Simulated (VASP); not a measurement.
Here is a VASP 6.6.1 calculation.

File POSCAR:

```
ZnS                                     
1.0
   -0.0000000000      2.7234552544      2.7234552544
    2.7234552544     -0.0000000000      2.7234552544
    2.7234552544      2.7234552544     -0.0000000000
  Zn              S             
     1     1
Direct
     0.0000000000000000    0.0000000000000000    0.0000000000000000
     0.7500000000000000    0.7500000000000000    0.7500000000000000
```

INCAR.step1

```
  PREC = Accurate
  ENCUT = 520
  EDIFF = 1E-6
  ISMEAR = 0
  SIGMA = 0.02
  LREAL = False
  LASPH = True
  NELM = 80
  ALGO = Normal
  ISIF = 2
  LWAVE = False
  LCHARG = True
  GGA = PE
  NBANDS = 16
```

File KPOINTS.step1:

```
regular mesh
0
Gamma
  8 8 8
```

The input INCAR.step2:

```
  PREC = Accurate
  ENCUT = 520
  EDIFF = 1E-6
  ISMEAR = 0
  SIGMA = 0.05
  LREAL = False
  LASPH = True
  NELM = 80
  ALGO = Normal
  ISIF = 2
  LWAVE = False
  LCHARG = False
  GGA = PE
  NBANDS = 16
  ICHARG = 11
```

File KPOINTS.step2:

```
path GXWKGLUWLK,UX
15
line-mode
reciprocal
 0.0000000000  0.0000000000  0.0000000000  G
 0.5000000000  0.0000000000  0.5000000000  X

 0.5000000000  0.0000000000  0.5000000000  X
 0.5000000000  0.2500000000  0.7500000000  W

 0.5000000000  0.2500000000  0.7500000000  W
 0.3750000000  0.3750000000  0.7500000000  K

 0.3750000000  0.3750000000  0.7500000000  K
 0.0000000000  0.0000000000  0.0000000000  G

 0.0000000000  0.0000000000  0.0000000000  G
 0.5000000000  0.5000000000  0.5000000000  L

 0.5000000000  0.5000000000  0.5000000000  L
 0.6250000000  0.2500000000  0.6250000000  U

 0.6250000000  0.2500000000  0.6250000000  U
 0.5000000000  0.2500000000  0.7500000000  W

 0.5000000000  0.2500000000  0.7500000000  W
 0.5000000000  0.5000000000  0.5000000000  L

 0.5000000000  0.5000000000  0.5000000000  L
 0.3750000000  0.3750000000  0.7500000000  K

 0.6250000000  0.2500000000  0.6250000000  U
 0.5000000000  0.0000000000  0.5000000000  X
```

Potentials or basis: VASP PAW PBE potentials, release 64 (Zn, S).

Run with:

```console
$ cat potpaw_PBE.64/Zn/POTCAR potpaw_PBE.64/S/POTCAR > POTCAR
$ cp INCAR.step1 INCAR
$ cp KPOINTS.step1 KPOINTS
$ mpirun -np 1 vasp_std > vasp.out
$ cp INCAR.step2 INCAR
$ cp KPOINTS.step2 KPOINTS
$ mpirun -np 1 vasp_std > vasp.out
```

Q: Predict the band gap along the path.

A: 2.01 eV, direct.

Q: What does it give for the band gap on the k mesh?

A: 2.01 eV, direct.

Levels at the corners of the path, in eV from the valence-band top:
| point | band 7 | band 8 | band 9 | band 10 | band 11 | band 12 |
| --- | --- | --- | --- | --- | --- | --- |
| Γ | 0.00 | 0.00 | 0.00 | 2.01 | 6.41 | 6.41 |
| X | -4.47 | -2.13 | -2.13 | 3.46 | 4.07 | 10.81 |
| X | -4.47 | -2.13 | -2.13 | 3.46 | 4.07 | 10.81 |
| W | -4.47 | -2.63 | -2.62 | 5.71 | 5.93 | 7.82 |
| W | -4.47 | -2.63 | -2.62 | 5.71 | 5.93 | 7.82 |
| K | -4.50 | -3.00 | -1.74 | 4.15 | 5.91 | 9.33 |
| K | -4.50 | -3.00 | -1.74 | 4.15 | 5.91 | 9.33 |
| Γ | 0.00 | 0.00 | 0.00 | 2.01 | 6.41 | 6.41 |
| Γ | 0.00 | 0.00 | 0.00 | 2.01 | 6.41 | 6.41 |
| L | -5.14 | -0.83 | -0.83 | 3.26 | 6.94 | 6.94 |
| L | -5.14 | -0.83 | -0.83 | 3.26 | 6.94 | 6.94 |
| U | -4.50 | -3.00 | -1.74 | 4.15 | 5.91 | 9.33 |
| U | -4.50 | -3.00 | -1.74 | 4.15 | 5.91 | 9.33 |
| W | -4.47 | -2.63 | -2.62 | 5.71 | 5.93 | 7.82 |
| W | -4.47 | -2.63 | -2.62 | 5.71 | 5.93 | 7.82 |
| L | -5.14 | -0.83 | -0.83 | 3.26 | 6.94 | 6.94 |
| L | -5.14 | -0.83 | -0.83 | 3.26 | 6.94 | 6.94 |
| K | -4.50 | -3.00 | -1.74 | 4.15 | 5.91 | 9.33 |
| U | -4.50 | -3.00 | -1.74 | 4.15 | 5.91 | 9.33 |
| X | -4.47 | -2.13 | -2.13 | 3.46 | 4.07 | 10.81 |

Caveat: the log is that of the step along the path at fixed density, whose energy, stress, charges and moments have no meaning.

**What was measured.**

From “Electronic, vibrational, and thermodynamic properties of ZnS (zincblende and rocksalt structure)”, 2009, arxiv:0911.5022, for a bulk crystal of ZnS at 19 K: band gap 3.85 eV (direct).

Measured gap of ZnS: 3.85 eV (direct; 19 K; quoted in “Electronic, vibrational, and thermodynamic properties of ZnS (zincblende and rocksalt structure)”, 2009, arxiv:0911.5022). This calculation gives 2.01 eV (-1.84 eV). The value is that of PBE, without temperature or zero-point motion. Semilocal functionals fall short of measured gaps as a rule. The cell is a database's relaxed one, not the measured one, which moves gaps too.
